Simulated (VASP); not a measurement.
Computed with HSE06 screened hybrid, VASP's PBE PAW potentials (set 64) (plane waves; VASP).

Input for VASP

KPOINTS:
```
Automatic mesh
0
gamma
 1 1 1
```

**INCAR**
```
# general
SYSTEM   = C31NSi32
PREC     = Normal
ENCUT    = 400
LREAL    = Auto
LASPH    = .TRUE.
ISYM     = 0
NELECT   = 258.0

# electronic loop
EDIFF    = 1E-5
NELM     = 50
NELMIN   = 4
ALGO     = Normal

# smearing
ISMEAR   = 0
SIGMA    = 0.05

# functional
GGA      = PE
LHFCALC  = .TRUE.
AEXX     = 0.25
HFSCREEN = 0.2
PRECFOCK = Fast

# ions
ISIF     = 0

# output
LWAVE    = .FALSE.
LCHARG   = .FALSE.
```

File POSCAR:
```
C31NSi32
1
    8.7583314355     0.0000000000     0.0000000000
    0.0000000000     8.7583314355     0.0000000000
    0.0000000000     0.0000000000     8.7583314355
Si C N
32 31 1
Direct
  0.4984043891   0.0013612376   0.0012828683
  0.7507227646   0.2490646028   0.0007078919
  0.7509192953   0.0007332051   0.2488649277
  0.9988979725   0.0011730659   0.0010831485
  0.2511299427   0.2488399293   0.0013541206
  0.4986096347   0.5013138374   0.0008739201
  0.7511246569   0.7487900377   0.0012412058
  0.2510492585   0.0015223718   0.2488378216
  0.4962726219   0.2465536783   0.2465557161
  0.7531341289   0.5036146153   0.2466119694
  0.4986154727   0.0009121150   0.5012550894
  0.7533148922   0.2464864823   0.5036306249
  0.7510514642   0.0013703960   0.7488439193
  0.9982349348   0.5013533986   0.0013347872
  0.2506194431   0.7491217898   0.0010685968
  0.9990421495   0.2490074962   0.2489541482
  0.2503219243   0.5011753614   0.2488497994
  0.4985221408   0.7495613797   0.2490574753
  0.9983090590   0.0012547498   0.5013226459
  0.2502195375   0.2490054579   0.5011783811
  0.4961410956   0.5035003780   0.5035519326
  0.7507464458   0.7494683701   0.5011944946
  0.2507462888   0.0010328387   0.7490528882
  0.4986219491   0.2490412045   0.7494035626
  0.7508925127   0.5010322918   0.7492781720
  0.9983610330   0.7487557644   0.2487156895
  0.9991781112   0.5012744243   0.5011319758
  0.2511200995   0.7487926304   0.5014397167
  0.9984029998   0.2486781218   0.7487732108
  0.2510524188   0.5013453905   0.7488955905
  0.4984711098   0.7486025673   0.7487575583
  0.9987524782   0.7491184881   0.7490614533
  0.6252380851   0.1261630911   0.1261018081
  0.8734965470   0.3745707663   0.1261980920
  0.8736486929   0.1261609170   0.3745395688
  0.1248033729   0.1253685937   0.1251942829
  0.3758947650   0.3756020250   0.1261826342
  0.6242523338   0.6241715941   0.1262347100
  0.8746815164   0.8750991329   0.1250876385
  0.3757726065   0.1262828765   0.3756915331
  0.8735707364   0.6240094457   0.3756215741
  0.6242944841   0.1262698954   0.6240769470
  0.8737955810   0.3755382729   0.6238912306
  0.8745895467   0.1252879508   0.8751950658
  0.1245290973   0.6249120359   0.1251397016
  0.3747365469   0.8751802961   0.1252486839
  0.1246733343   0.3751683870   0.3750252538
  0.3757010606   0.6239706277   0.3745534947
  0.6246653808   0.8752292623   0.3750739254
  0.1245973071   0.1250853553   0.6249515912
  0.3756833981   0.3745235898   0.6239640604
  0.6252165239   0.6237652275   0.6238692406
  0.8745411432   0.8750521089   0.6249830445
  0.3748435785   0.1252376462   0.8749851935
  0.6246656757   0.3752125535   0.8750868307
  0.8745663040   0.6248267581   0.8748881111
  0.1247775668   0.8750173196   0.3750618597
  0.1248349619   0.6249575893   0.6250065297
  0.3749639230   0.8750472352   0.6249568469
  0.1246013371   0.3749933043   0.8751032971
  0.3748464746   0.6249479079   0.8751892121
  0.6247380108   0.8750400866   0.8750341992
  0.1247134126   0.8751324373   0.8750285832
  0.6246354696   0.3749560324   0.3751159530
```

POTCAR, in this order: Si C N (PBE.64 set). Program: vasp_gam. Read from the step before: WAVECAR.

Output

OSZICAR:
```
       N       E                     dE             d eps       ncg     rms          rms(c)
DAV:   1    -0.547368687383E+03   -0.54737E+03   -0.99321E+00   324   0.783E+00    0.148E+01
DAV:   2    -0.547430217040E+03   -0.61530E-01   -0.25573E-01   358   0.115E+00    0.108E+01
DAV:   3    -0.547413145290E+03    0.17072E-01   -0.10176E-02   374   0.243E-01    0.632E+00
DAV:   4    -0.547406964909E+03    0.61804E-02   -0.31616E-03   350   0.121E-01    0.364E+00
DAV:   5    -0.547405049708E+03    0.19152E-02   -0.11411E-03   368   0.707E-02    0.206E+00
DAV:   6    -0.547404439569E+03    0.61014E-03   -0.25609E-04   360   0.364E-02    0.117E+00
DAV:   7    -0.547404236889E+03    0.20268E-03   -0.87627E-05   360   0.238E-02    0.665E-01
DAV:   8    -0.547404175759E+03    0.61130E-04   -0.25753E-05   238   0.134E-02    0.382E-01
DAV:   9    -0.547404157401E+03    0.18358E-04   -0.85845E-06   182   0.855E-03    0.218E-01
DAV:  10    -0.547404152824E+03    0.45773E-05   -0.33368E-06   182   0.519E-03
   1 F= -.54740415E+03 E0= -.54740415E+03  d E =-.268357E-13
```

File OUTCAR:
```
------------------------ aborting loop because EDIFF is reached ----------------------------------------
  volume of cell :      671.84
      direct lattice vectors                 reciprocal lattice vectors
     8.758331436  0.000000000  0.000000000     0.114176999  0.000000000  0.000000000
     0.000000000  8.758331436  0.000000000     0.000000000  0.114176999  0.000000000
     0.000000000  0.000000000  8.758331436     0.000000000  0.000000000  0.114176999
  FREE ENERGIE OF THE ION-ELECTRON SYSTEM (eV)
  ---------------------------------------------------
  free  energy   TOTEN  =      -547.4041528236 eV

  energy  without entropy=     -547.4041528236  energy(sigma->0) =     -547.40415282

  exchange ACFDT corr.  =         0.00000000  see jH, gK, PRB 81, 115126
```
(Selected blocks of OUTCAR.)

The cell is charged, with a uniform compensating background. The supercell is sampled at Γ alone, which is coarse: total energies, pressure and levels can be off, energies of defects by several tenths of an eV.

The cell is a supercell with a defect, built from SiC (zinc blende): N_C, charge -1. The cell's shape comes from a PBE relaxation. The run is not spin-polarised, so no state with unpaired spins was tried.
